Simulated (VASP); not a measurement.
A convergence study with VASP on CdS (wurtzite): one setting is varied, all else stays as given below, so the limit is that of these other settings.

```yaml
crystal:
  lattice:
    - [2.07000, -3.58534, 0.00000]
    - [2.07000, 3.58534, 0.00000]
    - [0.00000, 0.00000, 6.72000]
  atoms:
    - { symbol: Cd, position: [0.66667, 0.33333, 0.50000] }
    - { symbol: Cd, position: [0.33333, 0.66667, 0.00000] }
    - { symbol: S, position: [0.66667, 0.33333, 0.87700] }
    - { symbol: S, position: [0.33333, 0.66667, 0.37700] }
```

Computed with PBE GGA, VASP's PBE PAW potentials (set 64) (plane waves; VASP). The tightest run used: 550 eV cut-off, 11×11×6 Monkhorst-Pack mesh, Gaussian smearing of 0.050 eV, potentials Cd S.

Question: The settings run are 1×1×1 mesh; 2×2×1 mesh; 3×3×2 mesh; 4×4×2 mesh; 5×5×3 mesh; 6×6×3 mesh; 7×7×4 mesh; 8×8×5 mesh; 9×9×5 mesh; 10×10×6 mesh; 11×11×6 mesh. From which on does the stress (every component) stay within 0.5 GPa of the tightest run?

Answer: From 4×4×2 mesh on: it is off by 0.06 there and by no more than 0.5 in any finer run, while 3×3×2 mesh is off by 0.76.
```json
[
 {"setting": "1×1×1 mesh", "E (eV/atom)": "-0.2893", "pressure (GPa)": "21.63", "irreducible k-points": "1", "difference judged (GPa)": "25.19"},
 {"setting": "2×2×1 mesh", "E (eV/atom)": "-3.1771", "pressure (GPa)": "1.97", "irreducible k-points": "2", "difference judged (GPa)": "3.48"},
 {"setting": "3×3×2 mesh", "E (eV/atom)": "-3.0275", "pressure (GPa)": "3.31", "irreducible k-points": "3", "difference judged (GPa)": "0.76"},
 {"setting": "4×4×2 mesh", "E (eV/atom)": "-3.0665", "pressure (GPa)": "2.87", "irreducible k-points": "6", "difference judged (GPa)": "0.06"},
 {"setting": "5×5×3 mesh", "E (eV/atom)": "-3.0617", "pressure (GPa)": "2.90", "irreducible k-points": "10", "difference judged (GPa)": "0.04"},
 {"setting": "6×6×3 mesh", "E (eV/atom)": "-3.0640", "pressure (GPa)": "2.88", "irreducible k-points": "24", "difference judged (GPa)": "0.01"},
 {"setting": "7×7×4 mesh", "E (eV/atom)": "-3.0640", "pressure (GPa)": "2.88", "irreducible k-points": "16", "difference judged (GPa)": "0.00"},
 {"setting": "8×8×5 mesh", "E (eV/atom)": "-3.0641", "pressure (GPa)": "2.88", "irreducible k-points": "60", "difference judged (GPa)": "0.00"},
 {"setting": "9×9×5 mesh", "E (eV/atom)": "-3.0641", "pressure (GPa)": "2.88", "irreducible k-points": "36", "difference judged (GPa)": "0.00"},
 {"setting": "10×10×6 mesh", "E (eV/atom)": "-3.0641", "pressure (GPa)": "2.88", "irreducible k-points": "90", "difference judged (GPa)": "0.00"},
 {"setting": "11×11×6 mesh", "E (eV/atom)": "-3.0641", "pressure (GPa)": "2.88", "irreducible k-points": "48", "difference judged (GPa)": "0.00"}
]
```

Left out are rungs that failed or repeat a setting and relaxations that didn't move; long series are thinned to 24 rows.

The compound is CdS in the wurtzite structure. The cell was not relaxed at this level.
